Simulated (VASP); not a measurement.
Given:

```yaml
crystal:
  lattice:
    - [0.00000, 2.04770, 2.04770]
    - [2.04770, 0.00000, 2.04770]
    - [2.04770, 2.04770, 0.00000]
  atoms:
    - { symbol: Ag, position: [0.00000, 0.00000, 0.00000] }
```

Method: rev-vdW-DF2, VASP's PBE PAW potentials (set 64) (plane waves; VASP). Numerical set-up: 520 eV cut-off, Gaussian smearing of 0.050 eV, potentials Ag.

Question: Estimate the band gap (along the path) with the smallest direct gap where there is one.

Answer: 
```yaml
band gap (along the path): none (metal, semimetal or under 0.01 eV)
```

The compound is Ag in the fcc structure. It was relaxed first.
